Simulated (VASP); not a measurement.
These are PW91 GGA, VASP's PBE PAW potentials (set 64) (plane waves; VASP 6.6.1) values and carry that method's errors.

VASP input:

File KPOINTS:
```
kpoints
0
gamma
 6 6 4
```

**POSCAR**
```
SnO
1
    2.8740400000    -2.1003070000     0.0000000000
    2.8740400000     2.1003070000     0.0000000000
   -1.0431720000     0.0000000000     6.2071250000
Sn O
2 2
Direct
  0.0000000000   0.5000000000   0.0000000000
  0.5000000000   0.0000000000   0.5000000000
  0.5816000000   0.4184000000   0.2500000000
  0.4184000000   0.5816000000   0.7500000000
```

**INCAR**
```
LCHARG = .False.
GGA = 91
LWAVE = .False.
ENCUT = 520   # plane-wave cut-off (eV)
NELM = 100   # most electronic steps
PREC = Accurate
LASPH = .True.   # aspherical one-centre terms
SYSTEM = SnO
ISMEAR = 0   # Gaussian
LREAL = .False.
ISIF = 2   # forces and stress, cell fixed
SIGMA = 0.05   # width (eV)
ALGO = Normal   # blocked Davidson
LMAXMIX = 4
EDIFF = 1E-6   # SCF stop (eV)
```

POTCAR, in this order: Sn_d O (PBE.64 set). Program: vasp_std.

What VASP printed:

OSZICAR:
```
       N       E                     dE             d eps       ncg     rms          rms(c)
DAV:   1     0.408636874589E+03    0.40864E+03   -0.21238E+04  2296   0.248E+03
DAV:   2     0.359850466754E+02   -0.37265E+03   -0.36566E+03  2416   0.575E+02
DAV:   3    -0.229292237194E+02   -0.58914E+02   -0.57796E+02  2792   0.197E+02
DAV:   4    -0.253281750320E+02   -0.23990E+01   -0.23966E+01  2488   0.450E+01
DAV:   5    -0.254017821522E+02   -0.73607E-01   -0.73578E-01  3024   0.796E+00    0.125E+01
DAV:   6    -0.213473565111E+02    0.40544E+01   -0.37588E+01  3504   0.636E+01    0.735E+00
DAV:   7    -0.208919416371E+02    0.45541E+00   -0.60520E+00  2408   0.132E+01    0.237E+00
DAV:   8    -0.208686740280E+02    0.23268E-01   -0.47695E-01  2768   0.449E+00    0.820E-01
DAV:   9    -0.208560974445E+02    0.12577E-01   -0.10162E-01  3544   0.226E+00    0.313E-01
DAV:  10    -0.208554940086E+02    0.60344E-03   -0.31313E-02  2960   0.119E+00    0.194E-01
DAV:  11    -0.208550246059E+02    0.46940E-03   -0.45286E-03  3160   0.436E-01    0.286E-02
DAV:  12    -0.208550522911E+02   -0.27685E-04   -0.31172E-04  2592   0.124E-01    0.969E-03
DAV:  13    -0.208550534539E+02   -0.11628E-05   -0.17595E-05  3416   0.394E-02    0.480E-03
DAV:  14    -0.208550528232E+02    0.63070E-06   -0.60148E-06  2392   0.166E-02
   1 F= -.20855053E+02 E0= -.20854426E+02  d E =-.125286E-02
```

**OUTCAR**
```
------------------------ aborting loop because EDIFF is reached ----------------------------------------
  FORCE on cell =-STRESS in cart. coord.  units (eV):
  Direction    XX          YY          ZZ          XY          YZ          ZX
  --------------------------------------------------------------------------------------
  Total       -3.3179733     -1.5295666     -0.3750750      0.0000000      0.0000000      0.4754429
  in kB      -70.9393813    -32.7026468     -8.0192293      0.0000000      0.0000000     10.1651276
  external PRESSURE =     -37.2204191 kB  Pullay stress =       0.0000000 kB
  volume of cell :       74.94
      direct lattice vectors                 reciprocal lattice vectors
     2.874040000 -2.100307000  0.000000000     0.173971135 -0.238060436  0.029237661
     2.874040000  2.100307000  0.000000000     0.173971135  0.238060436  0.029237661
    -1.043172000  0.000000000  6.207125000     0.000000000  0.000000000  0.161105182
 POSITION                                       TOTAL-FORCE (eV/Angst)
 -----------------------------------------------------------------------------------
      1.43702      1.05015      0.00000         0.000000     -0.000000     -0.000000
      0.91543     -1.05015      3.10356         0.000000     -0.000000     -0.000000
      2.61325     -0.34277      1.55178         0.000000      0.195666      0.000000
      2.09166      0.34277      4.65534        -0.000000     -0.195666     -0.000000
 -----------------------------------------------------------------------------------
    total drift:                                0.000000      0.000000      0.000000
  FREE ENERGIE OF THE ION-ELECTRON SYSTEM (eV)
  ---------------------------------------------------
  free  energy   TOTEN  =       -20.8550528232 eV

  energy  without entropy=      -20.8537999639  energy(sigma->0) =      -20.85442639
```
(Selected blocks of OUTCAR.)

The structure was generated: SnO was put into the tenorite type (C2/c), which need not be its known phase. The cell was not relaxed at this level. The k-mesh is coarse (spacing up to 0.31 per Å, 2π included), so the numbers may not be converged in it. The run is one of a series of settings (GGA = 91 against the base run), some of them coarse on purpose.
